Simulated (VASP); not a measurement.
An input for Quantum ESPRESSO's pw.x (written as the equivalent of a VASP run, and not itself run):

```
&CONTROL
  calculation = 'scf'
  pseudo_dir = './pseudo'
  outdir = './out'
  tprnfor = .true.
  tstress = .true.
/
&SYSTEM
  ibrav = 0
  nat = 3
  ntyp = 2
  ecutwfc = 86
  occupations = 'smearing'
  smearing = 'fermi-dirac'
  degauss = 0.003675
  input_dft = 'pbe'
/
&ELECTRONS
  conv_thr = 7.3e-08
  electron_maxstep = 100
/
ATOMIC_SPECIES
  Li 6.940 Li.upf
  Se 78.971 Se.upf
CELL_PARAMETERS angstrom
     0.0000000    2.9325950    2.9325950
     2.9325950    0.0000000    2.9325950
     2.9325950    2.9325950    0.0000000
ATOMIC_POSITIONS crystal
  Li   0.7500000  0.7500000  0.7500000
  Li   0.2500000  0.2500000  0.2500000
  Se   0.0000000  0.0000000  0.0000000
K_POINTS automatic
  10 10 10 0 0 0
```

Q: Write the VASP files for the same calculation (PBE).

A: One answer among several that fit: 
KPOINTS:
```
Automatic mesh
0
Gamma
10 10 10
0 0 0
```

**POSCAR**
```
Li2Se
1.0
  0.0000000000   2.9325950000   2.9325950000
  2.9325950000   0.0000000000   2.9325950000
  2.9325950000   2.9325950000   0.0000000000
Li Se
2 1
Cart
  4.3988925000   4.3988925000   4.3988925000
  1.4662975000   1.4662975000   1.4662975000
  0.0000000000   0.0000000000   0.0000000000
```

**INCAR**
```
# general
SYSTEM  = Li2Se
PREC    = Accurate
ENCUT   = 400   # plane-wave cut-off (eV)
LREAL   = F   # projection in real space or not
LASPH   = T   # aspherical one-centre terms

# electronic loop
EDIFF   = 1E-6   # SCF stop (eV)
NELM    = 100   # most electronic steps
ALGO    = Normal
LMAXMIX = 4

# smearing
ISMEAR  = -1   # Fermi-Dirac
SIGMA   = 0.05   # width (eV)

# functional
GGA     = PE

# ions
ISIF    = 2   # forces and stress, cell fixed

# output
LWAVE   = F
LCHARG  = F
```

POTCAR, in this order: Li_sv Se (PBE.64 set). Program: vasp_std.

The two are equivalent in intent, not identical: the potentials are each code's own (VASP's PAW set, PseudoDojo norm-conserving files in pw.x), so ENCUT and ecutwfc are chosen apart and not converted; conv_thr bounds pw.x's estimated SCF error, while EDIFF bounds the energy change between steps.

The structure comes from a computed database's Li2Se entry; how it stands against other phases isn't given here. The cell was not relaxed at this level.
